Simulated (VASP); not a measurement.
OSZICAR of a VASP run on ScZr3N4 (ordered alloy cell):

### OSZICAR
```
       N       E                     dE             d eps       ncg     rms          rms(c)
DAV:   1     0.933044939435E+03    0.93304E+03   -0.33948E+04  6240   0.179E+03
DAV:   2     0.379248549952E+02   -0.89512E+03   -0.87340E+03  6560   0.570E+02
DAV:   3    -0.886237761085E+02   -0.12655E+03   -0.12341E+03 10048   0.181E+02
DAV:   4    -0.976286077394E+02   -0.90048E+01   -0.88709E+01  9960   0.514E+01
DAV:   5    -0.981053884304E+02   -0.47678E+00   -0.47374E+00 10008   0.925E+00    0.442E+01
DAV:   6    -0.844987501299E+02    0.13607E+02   -0.88679E+01  8672   0.466E+01    0.200E+01
DAV:   7    -0.842512519046E+02    0.24750E+00   -0.82772E+00 10824   0.140E+01    0.105E+01
DAV:   8    -0.841681373895E+02    0.83115E-01   -0.83370E-01  9056   0.884E+00    0.126E+00
DAV:   9    -0.841563501633E+02    0.11787E-01   -0.21126E-01 10464   0.338E+00    0.707E-01
DAV:  10    -0.841555771524E+02    0.77301E-03   -0.24211E-02 10120   0.107E+00    0.372E-01
DAV:  11    -0.841555588641E+02    0.18288E-04   -0.36790E-03  8912   0.411E-01    0.103E-01
DAV:  12    -0.841555840569E+02   -0.25193E-04   -0.38314E-04 10160   0.158E-01    0.441E-02
DAV:  13    -0.841555706610E+02    0.13396E-04   -0.30662E-05  9840   0.449E-02    0.197E-02
DAV:  14    -0.841555699259E+02    0.73507E-06   -0.39875E-06  5672   0.168E-02
   1 F= -.84155570E+02 E0= -.84155146E+02  d E =-.841556E+02
       N       E                     dE             d eps       ncg     rms          rms(c)
DAV:   1    -0.841559840982E+02   -0.41344E-03   -0.65270E-01  6528   0.541E+00    0.386E-01
DAV:   2    -0.841573120125E+02   -0.13279E-02   -0.24473E-02  9720   0.128E+00    0.160E-01
DAV:   3    -0.841570407792E+02    0.27123E-03   -0.19860E-03  9576   0.288E-01    0.729E-02
DAV:   4    -0.841570109695E+02    0.29810E-04   -0.40603E-04 10648   0.162E-01    0.397E-02
DAV:   5    -0.841570175466E+02   -0.65771E-05   -0.50404E-05 10960   0.441E-02    0.236E-02
DAV:   6    -0.841570222733E+02   -0.47266E-05   -0.14432E-05  9488   0.253E-02    0.995E-03
DAV:   7    -0.841570247519E+02   -0.24786E-05   -0.45411E-06  6560   0.144E-02    0.247E-03
DAV:   8    -0.841570249599E+02   -0.20805E-06   -0.85497E-07  4936   0.883E-03
   2 F= -.84157025E+02 E0= -.84156643E+02  d E =-.145503E-02
       N       E                     dE             d eps       ncg     rms          rms(c)
DAV:   1    -0.841570291477E+02   -0.43958E-05   -0.33822E-03  6760   0.390E-01    0.280E-02
DAV:   2    -0.841570365693E+02   -0.74216E-05   -0.12861E-04  9808   0.914E-02    0.119E-02
DAV:   3    -0.841570350897E+02    0.14796E-05   -0.10255E-05  8328   0.209E-02    0.555E-03
DAV:   4    -0.841570347146E+02    0.37516E-06   -0.14991E-06  5000   0.126E-02
   3 F= -.84157035E+02 E0= -.84156649E+02  d E =-.146479E-02
       N       E                     dE             d eps       ncg     rms          rms(c)
DAV:   1    -0.841578837899E+02   -0.84870E-03   -0.77432E-02  7168   0.202E+00    0.424E-01
DAV:   2    -0.841573165132E+02    0.56728E-03   -0.42718E-03  9640   0.530E-01    0.144E-01
DAV:   3    -0.841570875382E+02    0.22898E-03   -0.96072E-04  8760   0.190E-01    0.467E-02
DAV:   4    -0.841570973266E+02   -0.97884E-05   -0.19863E-04 10296   0.899E-02    0.277E-02
DAV:   5    -0.841571013246E+02   -0.39980E-05   -0.17831E-05  8056   0.259E-02    0.179E-02
DAV:   6    -0.841571037015E+02   -0.23769E-05   -0.13472E-05  9208   0.164E-02    0.834E-03
DAV:   7    -0.841571029572E+02    0.74427E-06   -0.31815E-06  6696   0.128E-02
   4 F= -.84157103E+02 E0= -.84156720E+02  d E =-.682426E-04
       N       E                     dE             d eps       ncg     rms          rms(c)
DAV:   1    -0.841572458588E+02   -0.14216E-03   -0.10765E-02  7232   0.752E-01    0.159E-01
DAV:   2    -0.841571632491E+02    0.82610E-04   -0.60321E-04  9488   0.196E-01    0.543E-02
DAV:   3    -0.841571299067E+02    0.33342E-04   -0.13553E-04  8816   0.719E-02    0.175E-02
DAV:   4    -0.841571326534E+02   -0.27468E-05   -0.27535E-05 10048   0.334E-02    0.102E-02
DAV:   5    -0.841571344094E+02   -0.17560E-05   -0.22818E-06  5760   0.100E-02    0.681E-03
DAV:   6    -0.841571362211E+02   -0.18117E-05   -0.12713E-06  4840   0.777E-03    0.241E-03
DAV:   7    -0.841571369884E+02   -0.76730E-06   -0.77208E-07  4112   0.785E-03
   5 F= -.84157137E+02 E0= -.84156753E+02  d E =-.102274E-03
       N       E                     dE             d eps       ncg     rms          rms(c)
DAV:   1    -0.841571505077E+02   -0.14287E-04   -0.41172E-02  6272   0.133E+00    0.105E-01
DAV:   2    -0.841572316119E+02   -0.81104E-04   -0.13994E-03  9432   0.309E-01    0.436E-02
DAV:   3    -0.841572196951E+02    0.11917E-04   -0.11651E-04  9928   0.731E-02    0.200E-02
DAV:   4    -0.841572193841E+02    0.31101E-06   -0.35272E-05 10184   0.444E-02    0.125E-02
DAV:   5    -0.841572202108E+02   -0.82664E-06   -0.88129E-06  7784   0.170E-02
   6 F= -.84157220E+02 E0= -.84156833E+02  d E =-.832224E-04
```

**Question.** Which electronic solver shows in the log?

**Answer.** It is blocked Davidson (ALGO = Normal, or the opening steps of other solvers). The INCAR had ALGO = Normal.

**Question.** Can the final energy be trusted as converged?

**Answer.** The run converged. It stopped with EDIFF = 1E-6, NELM = 100, NSW = 60 and EDIFFG = -0.02 after 6 ionic steps (PBEsol GGA, plane waves, VASP's PBE PAW potentials (set 64)).

The structure was generated: ScZr3N4 was put into an ordered model structure (R-3m), which need not be its known phase. This run relaxes it. Symmetry was kept, so distortions that lower it aren't found. The start is the result of an earlier pass. The electron count is odd and the run is not spin-polarised, which forces a metal.
